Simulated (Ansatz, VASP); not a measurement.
# Cross-check of BePd between VASP and Ansatz, part 2 of 2

One calculation is typed for both programs; each brings its own data sets. How far apart do they land? The cell is taken from a series of runs on this material, whose earlier steps may have relaxed, scaled, displaced or heated it; both programs get it as it stands.

VASP 6.6.1 and Ansatz 0.2.0.

So far: The structure; VASP: relaxation of cell and atoms, PBEsol; Ansatz: relaxation of cell and atoms, PBEsol; Differences.

### 5. VASP: zone-centre phonons, PBEsol

Level of this step: PBEsol; plane waves and PAW (Be, Pd) (VASP).

Second derivatives magnify differences that forces hide, and they need a tight electronic threshold.

File INCAR:

```
SYSTEM = BePd
PREC = Accurate
ENCUT = 600
EDIFF = 1E-08
NELM = 120
ISMEAR = 1
SIGMA = 0.2
LREAL = .FALSE.
ALGO = Normal
GGA = PS
NBANDS = 12
LASPH = .TRUE.
LORBIT = 11
LWAVE = .FALSE.
LCHARG = .FALSE.
ISIF = 2
IBRION = 8
GGA_COMPAT = .FALSE.
KPAR = 2
```

File POSCAR:

```
BePd
1.0
    2.7974234134      0.0000000000      0.0000000000
    0.0000000000      2.7974234134      0.0000000000
    0.0000000000      0.0000000000      2.7974234134
Be Pd
1 1
Direct
    0.0000000000      0.0000000000      0.0000000000
    0.5000000000      0.5000000000      0.5000000000
```

File KPOINTS:

```
Automatic mesh
0
Gamma
16 16 16
0 0 0
```

The projector-augmented-wave data sets are Be and Pd (PBE family, release 64).

Command:

```sh
mpirun -np 2 vasp_std
```

Numbers of over 12 decimals in the logs are rounded to 6 here.

The log of the run:

```text
[banner, memory and clock lines left out]
running    2 mpi-ranks, on    1 nodes
[...]
[... a notice as in an earlier step ...]

 LDA part: xc-table for (Slater+PW92), standard interpolation
 POSCAR, INCAR and KPOINTS ok, starting setup
[...]
entering main loop
       N       E                     dE             d eps       ncg     rms          rms(c)
DAV:   1     0.525045140943E+02    0.52505E+02   -0.69265E+03  3976   0.106E+03
DAV:   2    -0.111607843639E+02   -0.63665E+02   -0.59978E+02  4500   0.210E+02
DAV:   3    -0.122516208192E+02   -0.10908E+01   -0.10873E+01  4696   0.284E+01
DAV:   4    -0.122585111901E+02   -0.68904E-02   -0.68892E-02  4568   0.256E+00
[...]
DAV:  12    -0.112103176645E+02    0.18199E-06   -0.38425E-08  3520   0.141E-03    0.984E-04
DAV:  13    -0.112103176950E+02   -0.30514E-07   -0.45966E-09  2504   0.606E-04    0.813E-05
DAV:  14    -0.112103177002E+02   -0.51193E-08   -0.12030E-10  2368   0.107E-04
   1 F= -.11210318E+02 E0= -.11209941E+02  d E =-.112879E-02
[...]
RMM:   7    -0.776404789051E-02    0.29273E-06   -0.57805E-09 16342   0.567E-04    0.866E-05
RMM:   8    -0.776413720534E-02   -0.89315E-07   -0.80737E-10 16615   0.150E-04    0.311E-05
RMM:   9    -0.776413804356E-02   -0.83822E-09   -0.76074E-10 16766   0.406E-05    0.129E-05
 first order change of Fermi-energy  -0.12057E-03
 force on displaced ion       1 direction 1 :  -4.486   0.000   0.000
 Linear response progress:
  Degree of freedom:   2/  2
       N       E                     dE             d eps       ncg     rms          rms(c)
RMM:   1    -0.246756490580E+00   -0.24676E+00   -0.23638E-01 15038   0.364E+00
RMM:   2    -0.247171990955E+00   -0.41550E-03   -0.30004E-03 14977   0.446E-01    0.125E-01
RMM:   3    -0.247065862859E+00    0.10613E-03   -0.20918E-04 16233   0.114E-01    0.691E-02
RMM:   4    -0.247335406997E+00   -0.26954E-03   -0.47925E-04 16481   0.136E-01    0.148E-02
[...]
RMM:  11    -0.247175017008E+00   -0.14596E-06   -0.27833E-09 18684   0.456E-05    0.299E-06
RMM:  12    -0.247174982895E+00    0.34113E-07   -0.22155E-09 18336   0.343E-05    0.854E-07
RMM:  13    -0.247174986773E+00   -0.38781E-08   -0.49370E-09 17628   0.325E-05    0.412E-07
 first order change of Fermi-energy   0.15975E-02
 force on displaced ion       2 direction 1 :  -4.489   0.000  -0.000
 Linear response finished
```

From OUTCAR (step 5):

```text
  Total        0.0186650      0.0186650      0.0186650      0.0000000      0.0000000      0.0000000
  in kB        1.3660401      1.3660401      1.3660401      0.0000000      0.0000000      0.0000000
  external PRESSURE =       1.3660401 kB  Pullay stress =       0.0000000 kB

 POSITION                                       TOTAL-FORCE (eV/Angst)
 -----------------------------------------------------------------------------------
      0.00000      0.00000      0.00000         0.000000      0.000000      0.000000
      1.39871      1.39871      1.39871         0.000000      0.000000      0.000000
 -----------------------------------------------------------------------------------
    total drift:                                0.000000     -0.000000     -0.000000

[... 1 part as in an earlier step ...]

[... 1 further part left out ...]
```

Energies printed during the response cycles are not total energies of the cell.

### 6. Ansatz: zone-centre phonons, PBEsol

The same cell, functional, mesh and smearing now go to Ansatz, which takes its cutoff from its data sets.

The cell is taken from a series of runs on this material, whose earlier steps may have relaxed, scaled, displaced or heated it; both programs get it as it stands.

File input.yaml:

```yaml
crystal:
  lattice:
    - [2.7974234134, 0.0, 0.0]
    - [0.0, 2.7974234134, 0.0]
    - [0.0, 0.0, 2.7974234134]
  atoms:
    - { symbol: Be, position: [0.0, 0.0, 0.0] }
    - { symbol: Pd, position: [0.5, 0.5, 0.5] }
kpoints:
  mp_grid: { grid: [16, 16, 16] }
hamiltonian:
  xc: pbesol
  pseudopotentials: { kind: paw, azcp: { folder: soft_1 }, xc_functional: pbe }
scf:
  occupations: { method: methfessel_paxton, width: 0.2 }
output:
  eigenvalues: true
phonons:
  method: dfpt
```

Command:

```sh
ansatz run input.yaml --threads 4 --pin off --max-ram 10240MiB --backend cpu --events-out ev --progress --plain --runs-dir out
```

The log of the run:

```text
[...]
Crystal: 2 atoms, lattice volume = 21.891 Å³
Basis set: ecut = 420 eV, 437 PW (Γ), exchange–correlation on 40×40×40 points (8 copies of the dense FFT grid, shifted against one another)
Bands: 14, of which v1, the nominal top of the filled ones, is band 10 counted from 1 (9 counted from 0)
Symmetry: 48 space group operations
k-points: 405 of 4096 (irreducible under 8 space group operations, time reversal used)
[...]
k mesh reduced under 8 symmetry operations, with k and −k counted as one. Each operation leaves every solved perturbation unchanged. A smaller set is not used because it would not reduce the number of displacements times k-points to solve
  ASR residual: 5.543e-6 → 0.000e0 eV/Å²; symmetrization residual: 2.553e-7 eV/Å²
  ASR residual per site (eV/Å²): 2.17e-6 5.54e-6
  Γ frequencies (cm⁻¹): 0.00 0.00 0.00 379.90 379.90 379.90
  non-analytic LO–TO correction: not included (Born effective charges unavailable; polar crystals: no LO–TO splitting at Γ)
[key lines of the parts left out:]
SCF converged after 9 iterations
Free energy (F): -6998.303139 eV
Fermi energy:    17.061647 eV
```

### 7. Differences

What differs besides the data sets and the points named for the pairs above, as far as they apply: the data sets hold 20 valence electrons in Ansatz (on its PAW soft_1 files) and 12 in VASP. Total energies have different zeros and are not compared.

Both answers:

```csv
quantity,Ansatz,VASP,difference
optical mode 1 to 3 (cm⁻¹),379.9,383.2,-0.86 %
```

Modes are paired by rising frequency, not by their patterns, so a pair may set unlike modes beside each other; they are those without the splitting of longitudinal modes.

### 8. Results

| Quantity | Value |
| --- | --- |
| difference in volume (relaxation of cell and atoms, PBEsol) | -0.065 % |
| r.m.s. difference of the optical zone-centre modes, each program's sorted by frequency (zone-centre phonons, PBEsol) | 3.3 cm⁻¹ |
| difference in optical mode 1 to 3 (zone-centre phonons, PBEsol) | -0.9 % |

**Reading.** The difference in volume is -0.065 % (relaxation of cell and atoms, PBEsol), within the 1.2 % picked in this series as the mark of a large difference, as far as the stopping tolerances let one tell. The data sets hold unlike numbers of valence electrons (20 in Ansatz and 12 in VASP), so part of the differences comes from the potentials. Among the rows given in per cent, the largest difference of the zone-centre phonons, PBEsol pair is in optical mode 1 to 3, -0.9 %. 1 further run of this series is not shown here. Such differences can come from data sets, numerical settings and the points named under the comparisons, not from the functional's error against experiment.

[Lines on the potential files, build, host, timing and source positions are cut from VASP's logs without a mark.]

[Logs are printed without paths, hosts, clocks, repeated set-up lines and the standing remarks that a program may print on its own settings, such as how far it seeks lower states.]

[Hosts, paths, dates, database ids (printed as entryN), source tags and the programs' standing remarks are cut or masked in the printed files.]
